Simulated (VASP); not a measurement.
Method: PBE GGA, VASP's PBE PAW potentials (set 64) (plane waves; VASP 6.6.1).

VASP ran on this input.

### INCAR
```
SYSTEM = WSi2
PREC = Accurate
ENCUT = 500
EDIFF = 1E-6
NELM = 100
ALGO = Normal
LREAL = .FALSE.
LASPH = .TRUE.
ISMEAR = 1
SIGMA = 0.1
GGA = PE
LMAXMIX = 6
LWAVE = .FALSE.
LCHARG = .FALSE.
IBRION = 2
ISIF = 3
NSW = 40
EDIFFG = -0.02
PSTRESS = 450
```

**POSCAR**
```
WSi2
1.0
 -1.5302451689   1.5302451689   3.7734948219
  1.5302451689  -1.5302451689   3.7734948219
  1.5302451689   1.5302451689  -3.7734948219
Si W
2 1
direct
  0.6676402004   0.6676402004   0.0000000000
  0.3323597996   0.3323597996   0.0000000000
  0.0000000000   0.0000000000   0.0000000000
```

File KPOINTS:
```
Automatic mesh
0
Gamma
14 14 14
0 0 0
```

POTCAR, in this order: Si W_sv (PBE.64 set). Program: vasp_std.

Output

File OSZICAR:
```
       N       E                     dE             d eps       ncg     rms          rms(c)
DAV:   1     0.128309871214E+03    0.12831E+03   -0.11054E+04  7328   0.147E+03
DAV:   2    -0.208971045854E+02   -0.14921E+03   -0.14691E+03  8433   0.363E+02
DAV:   3    -0.248434050601E+02   -0.39463E+01   -0.38378E+01  9602   0.517E+01
DAV:   4    -0.248693942560E+02   -0.25989E-01   -0.25985E-01  8370   0.483E+00
DAV:   5    -0.248696767802E+02   -0.28252E-03   -0.28252E-03  9658   0.504E-01    0.330E+01
DAV:   6    -0.242178114074E+02    0.65187E+00   -0.29666E+00  8895   0.142E+01    0.132E+01
DAV:   7    -0.241296386098E+02    0.88173E-01   -0.13475E-01  8153   0.263E+00    0.486E+00
DAV:   8    -0.241145272009E+02    0.15111E-01   -0.20718E-02  9581   0.129E+00    0.307E-01
DAV:   9    -0.241141101982E+02    0.41700E-03   -0.77074E-04  8545   0.251E-01    0.165E-01
DAV:  10    -0.241140432733E+02    0.66925E-04   -0.19712E-04  9392   0.141E-01    0.469E-02
DAV:  11    -0.241140411162E+02    0.21572E-05   -0.21286E-05  8965   0.376E-02    0.129E-02
DAV:  12    -0.241140414355E+02   -0.31937E-06   -0.55925E-07  5095   0.664E-03
   1 F= -.14186820E+02 E0= -.14186644E+02  d E =-.141868E+02
```

OUTCAR:
```
------------------------ aborting loop because EDIFF is reached ----------------------------------------
  FORCE on cell =-STRESS in cart. coord.  units (eV):
  Direction    XX          YY          ZZ          XY          YZ          ZX
  --------------------------------------------------------------------------------------
  Total        9.9090097      9.9090097      9.8709408      0.0000000      0.0000000     -0.0000000
  in kB      449.1744586    449.1744586    447.4488003      0.0000000      0.0000000     -0.0000000
  external PRESSURE =      -1.4007608 kB  Pullay stress =     450.0000000 kB
  volume of cell :       35.34
      direct lattice vectors                 reciprocal lattice vectors
    -1.530245169  1.530245169  3.773494822     0.000000000  0.326745028  0.132503163
     1.530245169 -1.530245169  3.773494822     0.326745028  0.000000000  0.132503163
     1.530245169  1.530245169 -3.773494822     0.326745028  0.326745028  0.000000000
 POSITION                                       TOTAL-FORCE (eV/Angst)
 -----------------------------------------------------------------------------------
      0.00000      0.00000      5.03867        -0.000000     -0.000000      0.012215
      0.00000      0.00000      2.50832        -0.000000     -0.000000     -0.012215
      0.00000      0.00000      0.00000         0.000000      0.000000      0.000000
 -----------------------------------------------------------------------------------
    total drift:                                0.000000     -0.000000     -0.000000
  FREE ENERGIE OF THE ION-ELECTRON SYSTEM (eV)
  ---------------------------------------------------
  free  energy   TOTEN  =       -24.1140414355 eV

  energy  without entropy=      -24.1135132601  energy(sigma->0) =      -24.11386538
  enthalpy is  TOTEN    =       -14.1868198648 eV   P V=        9.9272215707

 reached required accuracy - stopping structural energy minimisation
```
(Selected blocks of OUTCAR.)

File OUTCAR:
```
 val. band max:       14.0052228886   @ k =  -0.1429  -0.1429   0.0714

 cond. band min:      14.0267711148   @ k =  -0.4286  -0.4286   0.4286


 Fermi energy:        14.0182917786

 k-point     1 :       0.0000    0.0000    0.0000
  band No.  band energies     occupation
      1     -59.5497      2.00000
      2     -23.9880      2.00000
      3     -23.8434      2.00000
      4     -23.8434      2.00000
      5      -1.2688      2.00000
      6       6.2531      2.00000
      7      10.0079      2.00000
      8      10.2720      2.00000
      9      10.7774      2.00000
     10      10.7774      2.00000
     11      14.8717     -0.00000
     12      16.3272      0.00000
     13      17.6801      0.00000
     14      17.7199      0.00000
     15      17.7199      0.00000

 k-point     2 :       0.0714    0.0000   -0.0000
  band No.  band energies     occupation
      1     -59.5489      2.00000
      2     -23.9865      2.00000
      3     -23.8629      2.00000
      4     -23.8416      2.00000
      5      -1.1576      2.00000
      6       6.2891      2.00000
      7       9.7312      2.00000
      8      10.0341      2.00000
      9      10.8498      2.00000
     10      11.0357      2.00000
     11      14.4193     -0.00000
     12      16.7150      0.00000
     13      17.2508      0.00000
     14      17.4848      0.00000
     15      18.2286      0.00000

 k-point     3 :       0.1429    0.0000   -0.0000
  band No.  band energies     occupation
      1     -59.5467      2.00000
      2     -23.9824      2.00000
      3     -23.9169      2.00000
      4     -23.8367      2.00000
      5      -0.8293      2.00000
      6       6.3673      2.00000
      7       8.8798      2.00000
      8      10.0548      2.00000
      9      11.0594      2.00000
     10      11.2139      2.00000
     11      13.5808      2.00000
     12      16.4045      0.00000
     13      17.0533      0.00000
     14      17.7635      0.00000
     15      19.0190      0.00000
...
```

Unless said otherwise, spin-orbit coupling is left out, though it shifts the bands of the heavy elements here.

The compound is WSi2 in the MoSi2 type structure. It was relaxed first under an external pressure of 45 GPa.
